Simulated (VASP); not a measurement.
Input for VASP

**KPOINTS**
```
Automatic mesh
0
Gamma
2 2 2
0 0 0
```

POSCAR:
```
Cs
1
   -3.1110000000     3.1110000000     3.1110000000
    3.1110000000    -3.1110000000     3.1110000000
    3.1110000000     3.1110000000    -3.1110000000
Cs
1
Direct
  0.0000000000   0.0000000000   0.0000000000
```

### INCAR
```
SYSTEM = Cs
PREC = Accurate
ENCUT = 400
EDIFF = 1E-6
NELM = 25
ALGO = VeryFast
LREAL = .FALSE.
LASPH = .TRUE.
ISMEAR = 1
SIGMA = 0.1
GGA = PE
LMAXMIX = 4
LWAVE = .FALSE.
LCHARG = .FALSE.
ISIF = 2
HFSCREEN = 0.2
AEXX = 0.25
LHFCALC = .TRUE.
PRECFOCK = Fast
ISYM = 3
```

POTCAR, in this order: Cs_sv (PBE.64 set). Program: vasp_std.

Output

**standard output**
```
 POSCAR found type information on POSCAR Cs
 POSCAR found :  1 types and       1 ions
 Reading from existing POTCAR
 Reading from existing POTCAR
 LDA part: xc-table for (Slater+PW92), standard interpolation
 POSCAR, INCAR and KPOINTS ok, starting setup
 WAVECAR not read
 entering main loop
       N       E                     dE             d eps       ncg     rms          rms(c)
RMM:   1    -0.117298280942E+04   -0.11730E+04   -0.15751E+03    24   0.521E+02
RMM:   2    -0.119671768573E+04   -0.23735E+02   -0.37159E+02    24   0.118E+02
RMM:   3    -0.122698402982E+04   -0.30266E+02   -0.28177E+02    24   0.828E+01
RMM:   4    -0.123368958361E+04   -0.67056E+01   -0.13226E+02    24   0.700E+01
RMM:   5    -0.123438551014E+04   -0.69593E+00   -0.25905E+01    24   0.337E+01
RMM:   6    -0.123404077588E+04    0.34473E+00   -0.53713E+00    24   0.159E+01
RMM:   7    -0.123381511075E+04    0.22567E+00   -0.88162E+00    24   0.117E+01
RMM:   8    -0.123346714751E+04    0.34796E+00    0.12178E+00    24   0.553E+00
RMM:   9    -0.123338418519E+04    0.82962E-01   -0.42893E-01    65   0.487E+00
RMM:  10    -0.123356071793E+04   -0.17653E+00   -0.55292E-01    70   0.315E+00
RMM:  11    -0.123363242409E+04   -0.71706E-01   -0.13513E+00    74   0.428E+00
RMM:  12    -0.123365192799E+04   -0.19504E-01   -0.62901E-01    70   0.329E+00    0.154E+00
RMM:  13     0.313538607777E+02    0.12650E+04   -0.15325E+01    96   0.238E+01    0.294E+00
RMM:  14     0.301994804010E+02   -0.11544E+01   -0.11209E+00    66   0.568E+00    0.125E+00
RMM:  15     0.305380290635E+02    0.33855E+00   -0.66411E-01    63   0.379E+00    0.569E-01
RMM:  16     0.306558742824E+02    0.11785E+00   -0.60284E-01    64   0.318E+00    0.265E-01
RMM:  17     0.307004570949E+02    0.44583E-01   -0.58721E-01    66   0.302E+00    0.121E-01
RMM:  18     0.307244023630E+02    0.23945E-01   -0.58611E-01    66   0.292E+00    0.597E-02
RMM:  19     0.307347060371E+02    0.10304E-01   -0.58598E-01    71   0.288E+00    0.367E-02
RMM:  20     0.307340184036E+02   -0.68763E-03   -0.58418E-01    75   0.285E+00    0.225E-02
RMM:  21     0.307364891193E+02    0.24707E-02   -0.57871E-01    80   0.283E+00    0.136E-02
RMM:  22     0.307382864793E+02    0.17974E-02   -0.57962E-01    80   0.281E+00    0.864E-03
RMM:  23     0.307392674017E+02    0.98092E-03   -0.57425E-01    81   0.280E+00    0.596E-03
RMM:  24     0.307398095187E+02    0.54212E-03   -0.57444E-01    82   0.279E+00    0.801E-03
RMM:  25     0.307396819807E+02   -0.12754E-03   -0.56924E-01    78   0.278E+00

 -----------------------------------------------------------------------------
|                                                                             |
|           W    W    AA    RRRRR   N    N  II  N    N   GGGG   !!!           |
|           W    W   A  A   R    R  NN   N  II  NN   N  G    G  !!!           |
|           W    W  A    A  R    R  N N  N  II  N N  N  G       !!!           |
|           W WW W  AAAAAA  RRRRR   N  N N  II  N  N N  G  GGG   !            |
|           WW  WW  A    A  R   R   N   NN  II  N   NN  G    G                |
|           W    W  A    A  R    R  N    N  II  N    N   GGGG   !!!           |
|                                                                             |
|     The electronic self-consistency was not achieved in the given           |
|     number of steps (NELM). The forces and other quantities evaluated       |
|     might not be reliable so examine the results carefully. If you find     |
|     spurious results, we suggest increasing NELM, if you were close to      |
|     convergence or switching to a different ALGO or adjusting the           |
|     density mixing parameters otherwise.                                    |
|                                                                             |
 -----------------------------------------------------------------------------

   1 F= 0.30739682E+02 E0= 0.30746734E+02  d E =-.211571E-01
```

OUTCAR:
```
------------------------ aborting loop EDIFF was not reached (unconverged)  ----------------------------
  FORCE on cell =-STRESS in cart. coord.  units (eV):
  Direction    XX          YY          ZZ          XY          YZ          ZX
  --------------------------------------------------------------------------------------
  Total       -0.3708750     -0.3708750     -0.3708750     -0.0000000     -0.0000000     -0.0000000
  in kB       -4.9337616     -4.9337616     -4.9337616     -0.0000000     -0.0000000     -0.0000000
  external PRESSURE =      -4.9337616 kB  Pullay stress =       0.0000000 kB
  volume of cell :      120.44
      direct lattice vectors                 reciprocal lattice vectors
    -3.111000000  3.111000000  3.111000000     0.000000000  0.160720026  0.160720026
     3.111000000 -3.111000000  3.111000000     0.160720026  0.000000000  0.160720026
     3.111000000  3.111000000 -3.111000000     0.160720026  0.160720026  0.000000000
 POSITION                                       TOTAL-FORCE (eV/Angst)
 -----------------------------------------------------------------------------------
      0.00000      0.00000      0.00000         0.000000      0.000000      0.000000
 -----------------------------------------------------------------------------------
    total drift:                               -0.000707      0.002543      0.004292
  FREE ENERGIE OF THE ION-ELECTRON SYSTEM (eV)
  ---------------------------------------------------
  free  energy   TOTEN  =        30.7396819807 eV

  energy  without entropy=       30.7608390901  energy(sigma->0) =       30.74673435

  exchange ACFDT corr.  =        -0.08731754  see jH, gK, PRB 81, 115126
```
(Selected blocks of OUTCAR.)

Q: Read the log: what went wrong, and how is it fixed?

A: The cause: a hybrid functional was run with ALGO = VeryFast. Convergence was not reached. Against the sound run, the energy per atom (σ→0) increases by 31.443 eV/atom; the pressure falls by 0.05 GPa. To mend it, set ALGO = Normal.

The mended run (HSE06 screened hybrid, plane waves, VASP's PBE PAW potentials (set 64)) converges, and its OSZICAR ends with
```
   1 F= -.70362307E+00 E0= -.69657070E+00  d E =-.211571E-01
```

The compound is Cs in the bcc structure. The cell was not relaxed at this level.
